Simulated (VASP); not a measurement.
The system is Zn3H.

```xyz
4
Lattice="0.0000 2.9966 2.9966 2.9966 0.0000 2.9966 2.9966 2.9966 0.0000" Properties=species:S:1:pos:R:3 pbc="T T T"
Zn    2.9966    2.9966    2.9966
Zn    1.4983    1.4983    1.4983
Zn    4.4949    4.4949    4.4949
H     0.0000    0.0000    0.0000
```

The cell was built by a generator and needn't be a form met in nature.

Base run:

```yaml
Program: VASP 6.6.1
Functional: revPBE
Potentials_or_basis: VASP PAW PBE potentials, release 64 (Zn, H)
Cutoff: 520 eV
k_mesh: 6 × 6 × 6
Occupations: fermi-dirac, width 0.05 eV
Spin: no spin polarisation
```

Its results: pressure 2.2 GPa.

Task: After a change of settings the same cell gave: pressure -3.6 GPa. Which change was it?
A. functional from revPBE to SCAN
B. functional from revPBE to BLYP
C. functional from revPBE to TPSS
D. functional from revPBE to PBE

Result: C.

Caveats: the PAW data sets were made with another functional, which shifts forces and pressure a little.

Not every run made on this cell is shown here.
